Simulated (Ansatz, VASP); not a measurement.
## Re (Rhenium) in two plane-wave programs

One calculation is typed for both programs; each brings its own data sets. How far apart do they land? The cell is taken from a series of runs on this material, whose earlier steps may have relaxed, scaled, displaced or heated it; both programs get it as it stands.

Program: Ansatz 0.2.0. Level of theory: plane waves, with VASP 6.6.1 beside it; zone-centre phonons at LDA. Results are calculated unless marked as measured.

### Step 1. The starting structure

Symmetry: P6_3/mmc, No. 194, hexagonal system. Conventional cell: a = 2.756 Å, b = 2.756 Å, c = 4.445 Å, α = 90.00°, β = 90.00°, γ = 120.00°. Nearest to Re lie 12 Re at 2.73 to 2.76 Å.

Structure file:

```cif
data_structure
_symmetry_space_group_name_H-M 'P6_3/mmc'
_symmetry_Int_Tables_number 194
_cell_length_a 2.7559
_cell_length_b 2.7559
_cell_length_c 4.4446
_cell_angle_alpha 90.000
_cell_angle_beta 90.000
_cell_angle_gamma 120.000
_cell_volume 29.23
loop_
_atom_site_label
_atom_site_type_symbol
_atom_site_symmetry_multiplicity
_atom_site_Wyckoff_symbol
_atom_site_fract_x
_atom_site_fract_y
_atom_site_fract_z
_atom_site_occupancy
Re1 Re 2 c 0.33333 0.66667 0.25000 1
```

### Step 2. VASP: zone-centre phonons, LDA

Second derivatives magnify differences that forces hide, and they need a tight electronic threshold.

Lines of VASP's logs that name or quote its potential files are left out, and so is its time.

Contents of INCAR:

```
SYSTEM = Re
PREC = Accurate
ENCUT = 600
EDIFF = 1E-08
NELM = 120
ISMEAR = 1
SIGMA = 0.2
LREAL = .FALSE.
ALGO = Normal
GGA = PW92
NBANDS = 13
LASPH = .TRUE.
LORBIT = 11
LWAVE = .FALSE.
LCHARG = .FALSE.
ISIF = 2
IBRION = 8
GGA_COMPAT = .FALSE.
KPAR = 2
```

Contents of POSCAR:

```
Re
1.0
    2.7559055753      0.0000000000      0.0000000000
   -1.3779527877      2.3866842387      0.0000000000
    0.0000000000      0.0000000000      4.4446444205
Re
2
Direct
    0.3333333334      0.6666666668      0.2500000000
    0.6666666668      0.3333333334      0.7500000000
```

Contents of KPOINTS:

```
Automatic mesh
0
Gamma
18 18 12
0 0 0
```

The projector-augmented-wave data sets are Re (LDA family, release 64).

Launch:

```
$ mpirun -np 2 vasp_std
```

Numbers of over 12 decimals in the logs are rounded to 6 here.

What it wrote:

```text
[banner, memory and clock lines left out]
running    2 mpi-ranks, on    1 nodes
 distrk:  each k-point on    1 cores,    2 groups
 distr:  one band on    1 cores,    1 groups

 POSCAR found type information on POSCAR Re
 POSCAR found :  1 types and       2 ions
|                                                                             |
|               ----> ADVICE to this user running VASP <----                  |
|                                                                             |
|     You enforced a specific xc type in the INCAR file but a different       |
|     [... a line on the potential file left out ...]
|     I HOPE YOU KNOW WHAT YOU ARE DOING!                                     |
|                                                                             |

 LDA part: xc-table for (Slater(with rela. corr.)+PW92), standard interpolation
 POSCAR, INCAR and KPOINTS ok, starting setup
 FFT: planning ... GRIDC
 FFT: planning ... GRID_SOFT
 FFT: planning ... GRID
 WAVECAR not read
 entering main loop
       N       E                     dE             d eps       ncg     rms          rms(c)
DAV:   1     0.125046123070E+03    0.12505E+03   -0.63271E+03  7193   0.122E+03
DAV:   2    -0.195766394008E+02   -0.14462E+03   -0.12796E+03 10447   0.463E+02
DAV:   3    -0.287470059042E+02   -0.91704E+01   -0.79707E+01 11260   0.149E+02
DAV:   4    -0.289732341336E+02   -0.22623E+00   -0.22110E+00 11127   0.142E+01
DAV:   5    -0.289746614470E+02   -0.14273E-02   -0.14261E-02 11143   0.185E+00    0.430E+01
DAV:   6    -0.278640322393E+02    0.11106E+01   -0.97702E-01 11453   0.166E+01    0.181E+01
DAV:   7    -0.275211323700E+02    0.34290E+00   -0.61819E-01 11508   0.128E+01    0.390E-01
DAV:   8    -0.275111600410E+02    0.99723E-02   -0.54478E-03 10796   0.762E-01    0.159E-01
DAV:   9    -0.275100348066E+02    0.11252E-02   -0.43683E-04 10122   0.201E-01    0.408E-02
DAV:  10    -0.275100415566E+02   -0.67500E-05   -0.43556E-05 10872   0.608E-02    0.220E-02
DAV:  11    -0.275100409218E+02    0.63480E-06   -0.75591E-07 11294   0.118E-02    0.131E-03
DAV:  12    -0.275100409100E+02    0.11847E-07   -0.34122E-08  9190   0.163E-03    0.108E-03
DAV:  13    -0.275100409061E+02    0.38817E-08   -0.23011E-09  6062   0.562E-04
   1 F= -.27510041E+02 E0= -.27510259E+02  d E =0.653213E-03
 Linear response reoptimize wavefunctions to high precision
DAV:   1    -0.275100409062E+02   -0.93451E-10   -0.75786E-10  6481   0.745E-04
 Linear response DOF=           2
 Linear response progress:
  Degree of freedom:   1/  2
       N       E                     dE             d eps       ncg     rms          rms(c)
RMM:   1    -0.933756360224E-01   -0.93376E-01    0.11416E-01 31153   0.199E+01
RMM:   2    -0.143678720224E+00   -0.50303E-01   -0.54328E-02 51700   0.204E+00    0.125E-01
RMM:   3    -0.143442055399E+00    0.23666E-03   -0.29142E-03 55844   0.408E-01    0.866E-02
RMM:   4    -0.142735011832E+00    0.70704E-03   -0.83100E-04 52287   0.242E-01    0.199E-02
RMM:   5    -0.142793111458E+00   -0.58100E-04   -0.34231E-05 52550   0.621E-02    0.846E-03
RMM:   6    -0.142808490906E+00   -0.15379E-04   -0.53872E-06 55431   0.174E-02    0.503E-03
RMM:   7    -0.142817159404E+00   -0.86685E-05   -0.50080E-07 51722   0.852E-03    0.132E-03
RMM:   8    -0.142818826156E+00   -0.16668E-05   -0.36259E-07 57646   0.316E-03    0.377E-04
RMM:   9    -0.142818069338E+00    0.75682E-06    0.66393E-08 56224   0.115E-03    0.965E-05
RMM:  10    -0.142818138484E+00   -0.69146E-07   -0.19146E-07 58094   0.753E-04    0.247E-05
RMM:  11    -0.142818178804E+00   -0.40320E-07   -0.13082E-07 59355   0.635E-04    0.785E-06
RMM:  12    -0.142818175604E+00    0.32000E-08   -0.15598E-07 57710   0.601E-04    0.446E-06
RMM:  13    -0.142818175521E+00    0.83840E-10   -0.15233E-07 61614   0.598E-04    0.461E-07
RMM:  14    -0.142818175809E+00   -0.28853E-09   -0.15355E-07 69369   0.596E-04    0.405E-07
RMM:  15    -0.142818175280E+00    0.52877E-09   -0.15328E-07 69435   0.596E-04    0.555E-08
 first order change of Fermi-energy  -0.16123E-04
 force on displaced ion       1 direction 1 :  -4.512   0.000   0.000
 Linear response progress:
  Degree of freedom:   2/  2
       N       E                     dE             d eps       ncg     rms          rms(c)
RMM:   1    -0.131969029899E+00   -0.13197E+00    0.11604E-01 10861   0.210E+01
RMM:   2    -0.185281647370E+00   -0.53313E-01   -0.45838E-02 16141   0.227E+00    0.199E-01
RMM:   3    -0.186440773621E+00   -0.11591E-02   -0.11712E-02 18453   0.763E-01    0.114E-01
RMM:   4    -0.186309640316E+00    0.13113E-03   -0.12879E-04 18454   0.174E-01    0.651E-02
RMM:   5    -0.186584390876E+00   -0.27475E-03    0.13955E-04 18956   0.122E-01    0.124E-02
RMM:   6    -0.186615596025E+00   -0.31205E-04    0.11431E-05 17912   0.324E-02    0.613E-03
RMM:   7    -0.186606082985E+00    0.95130E-05    0.47608E-05 17962   0.133E-02    0.304E-03
RMM:   8    -0.186621534791E+00   -0.15452E-04    0.30544E-05 18503   0.791E-03    0.644E-04
RMM:   9    -0.186623042607E+00   -0.15078E-05    0.25310E-06 18265   0.291E-03    0.110E-04
RMM:  10    -0.186622520032E+00    0.52258E-06   -0.21701E-06 19869   0.113E-03    0.612E-05
RMM:  11    -0.186621893310E+00    0.62672E-06    0.13080E-06 18763   0.717E-04    0.699E-06
RMM:  12    -0.186622028967E+00   -0.13566E-06    0.13142E-07 20850   0.598E-04    0.395E-06
RMM:  13    -0.186622016872E+00    0.12095E-07    0.97433E-08 19945   0.576E-04    0.148E-06
RMM:  14    -0.186622033268E+00   -0.16396E-07    0.62107E-08 20350   0.570E-04    0.346E-07
RMM:  15    -0.186622023599E+00    0.96686E-08    0.14781E-07 23377   0.570E-04    0.235E-07
RMM:  16    -0.186622027844E+00   -0.42447E-08    0.11136E-07 22933   0.569E-04    0.737E-08
 first order change of Fermi-energy   0.95735E-04
 force on displaced ion       1 direction 3 :   0.000  -0.000  -1.664
 Linear response finished
```

OUTCAR, selected parts (step 2):

```text
ion  position               nearest neighbor table
   1  0.333  0.667  0.250-   2 2.73   2 2.73   2 2.73   2 2.73   2 2.73   2 2.73
   2  0.667  0.333  0.750-   1 2.73   1 2.73   1 2.73   1 2.73   1 2.73   1 2.73

  LATTYP: Found a hexagonal cell.
 ALAT       =     2.7559055753
 C/A-ratio  =     1.6127709383

 Subroutine GETGRP returns: Found 24 space group operations
 (whereof 12 operations were pure point group operations)

The static configuration has the point symmetry D_3d.
 The point group associated with its full space group is D_6h.

 Found    259 irreducible k-points:

   k-points           NKPTS =    259   k-points in BZ     NKDIM =    259   number of bands    NBANDS=     13

   dimension x,y,z NGX =    24 NGY =   24 NGZ =   36
   dimension x,y,z NGXF=    48 NGYF=   48 NGZF=   72

   ENCUT  =  600.0 eV  44.10 Ry    6.64 a.u.   5.50  5.50  8.88*2*pi/ulx,y,z

   NELECT =      14.0000    total number of electrons

 k-points in reciprocal lattice and weights: Automatic mesh
   0.00000000  0.00000000  0.00000000       0.000
   0.05555556  0.00000000  0.00000000       0.002
   0.11111111  0.00000000  0.00000000       0.002
   0.16666667  0.00000000  0.00000000       0.002
   0.22222222  0.00000000  0.00000000       0.002
   0.27777778  0.00000000  0.00000000       0.002
   0.33333333  0.00000000  0.00000000       0.002
   0.38888889  0.00000000  0.00000000       0.002
   0.44444444  0.00000000  0.00000000       0.002
[...]
0.33333333  0.27777778  0.50000000       0.003
   0.33333333  0.33333333  0.50000000       0.001

 average (electrostatic) potential at core
       1 -39.3400       2 -39.3400

  Total       -1.2134365     -1.2134365     -1.2442606      0.0000000      0.0000000      0.0000000
  in kB      -66.5014830    -66.5014830    -68.1907744      0.0000000      0.0000000      0.0000000
  external PRESSURE =     -67.0645801 kB  Pullay stress =       0.0000000 kB

  energy-cutoff  :      600.00
  volume of cell :       29.23
      direct lattice vectors                 reciprocal lattice vectors
     2.755905575  0.000000000  0.000000000     0.362857134  0.209495664  0.000000000
    -1.377952788  2.386684239  0.000000000     0.000000000  0.418991329  0.000000000
     0.000000000  0.000000000  4.444644421     0.000000000  0.000000000  0.224989877

 POSITION                                       TOTAL-FORCE (eV/Angst)
 -----------------------------------------------------------------------------------
     -0.00000      1.59112      1.11116         0.000000      0.000000      0.000000
      1.37795      0.79556      3.33348        -0.000000      0.000000      0.000000
 -----------------------------------------------------------------------------------
    total drift:                               -0.000000     -0.000000      0.000000

 Eigenvectors and eigenvalues of the dynamical matrix
 ----------------------------------------------------

   1 f  =    3.441585 THz    21.624115 2PiTHz  114.798914 cm-1    14.233245 meV
             X         Y         Z           dx          dy          dz
     -0.000000  1.591123  1.111161     0.243379   -0.663903    0.000000
      1.377953  0.795561  3.333483    -0.243379    0.663903    0.000000

   2 f  =    3.441585 THz    21.624115 2PiTHz  114.798914 cm-1    14.233245 meV
             X         Y         Z           dx          dy          dz
     -0.000000  1.591123  1.111161    -0.663903   -0.243379   -0.000000
      1.377953  0.795561  3.333483     0.663903    0.243379    0.000000

   3 f  =    2.090087 THz    13.132403 2PiTHz   69.717793 cm-1     8.643901 meV
             X         Y         Z           dx          dy          dz
     -0.000000  1.591123  1.111161    -0.000000    0.000000    0.707107
      1.377953  0.795561  3.333483     0.000000    0.000000   -0.707107

   4 f  =    0.000000 THz     0.000000 2PiTHz    0.000000 cm-1     0.000000 meV
             X         Y         Z           dx          dy          dz
     -0.000000  1.591123  1.111161     0.634744    0.311610   -0.000000
      1.377953  0.795561  3.333483     0.634744    0.311610    0.000000

   5 f  =    0.000000 THz     0.000000 2PiTHz    0.000000 cm-1     0.000000 meV
             X         Y         Z           dx          dy          dz
     -0.000000  1.591123  1.111161    -0.311610    0.634744    0.000000
      1.377953  0.795561  3.333483    -0.311610    0.634744    0.000000

   6 f  =    0.000000 THz     0.000000 2PiTHz    0.000000 cm-1     0.000000 meV
             X         Y         Z           dx          dy          dz
     -0.000000  1.591123  1.111161    -0.000000    0.000000    0.707107
      1.377953  0.795561  3.333483     0.000000    0.000000    0.707107

 ELASTIC MODULI CONTR FROM IONIC RELAXATION (kBar)
 Direction    XX          YY          ZZ          XY          YZ          ZX
 --------------------------------------------------------------------------------
 XX        -119.7136    119.7136      0.0000      0.0000      0.0000      0.0000
 YY         119.7136   -119.7136     -0.0000      0.0000      0.0000      0.0000
 ZZ           0.0000     -0.0000     -0.0000      0.0000      0.0000      0.0000
 XY           0.0000      0.0000      0.0000   -119.7136      0.0000      0.0000
 YZ           0.0000      0.0000      0.0000      0.0000      0.0000      0.0000
 ZX           0.0000      0.0000      0.0000      0.0000      0.0000      0.0000
 --------------------------------------------------------------------------------
```

The data set Re keeps the semicore shell frozen, which is cheaper and a little less accurate.

(Part 1 of 2 ends here.)

[Lines on the potential files, build, host, timing and source positions are cut from VASP's logs without a mark.]

[Logs are printed without paths, hosts, clocks, repeated set-up lines and the standing remarks that a program may print on its own settings, such as how far it seeks lower states.]

[Hosts, paths, dates, database ids (printed as entryN), source tags and the programs' standing remarks are cut or masked in the printed files.]
